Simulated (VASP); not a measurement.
Consider the following.

```
TiTe2
1.0
    3.66595     0.00000     0.00000
   -1.83298     3.17481     0.00000
    0.00000     0.00000     6.31135
Ti Te
1 2
Direct
  0.00000   0.00000   0.00000
  0.66667   0.33333   0.72924
  0.33333   0.66667   0.27076
```

Level of theory: LDA (Ceperley-Alder, Perdew-Zunger) with spin-orbit coupling, VASP's LDA PAW potentials (set 64) (plane waves; VASP). Numerical set-up: 400 eV cut-off, 9×9×5 Γ-centred mesh, Gaussian smearing of 0.050 eV, potentials Ti_sv Te.

Problem. Give the energies of bands 17 to 30 at the high-symmetry points, in eV from the Fermi level.

Solution. 
```
band      Γ      M      K      A      L      H
----  -----  -----  -----  -----  -----  -----
17    -1.53  -2.98  -3.89  -1.70  -2.70  -3.96
18    -1.53  -2.98  -3.89  -1.70  -2.70  -3.96
19     0.20  -2.63  -2.68  -1.44  -2.10  -3.56
20     0.20  -2.63  -2.68  -1.44  -2.10  -3.56
21     0.34  -1.75  -2.49   0.40  -1.02  -1.81
22     0.34  -1.75  -2.49   0.40  -1.02  -1.81
23     0.42  -1.16  -2.32   0.40  -0.46  -1.72
24     0.42  -1.16  -2.32   0.40  -0.46  -1.72
25     0.42  -0.06   1.09   0.55  -0.30   0.94
26     0.42  -0.06   1.09   0.55  -0.30   0.94
27     1.42   1.29   1.55   1.13   1.28   1.01
28     1.42   1.29   1.55   1.13   1.28   1.01
29     1.73   1.65   1.64   1.27   1.64   1.11
30     1.73   1.65   1.64   1.27   1.64   1.11
```

It has no gap at this level: it comes out as a metal or semimetal.

The structure comes from a computed database's TiTe2 entry (P-3m1); how it stands against other phases isn't given here. It was relaxed first, which changed the volume by -14 %.
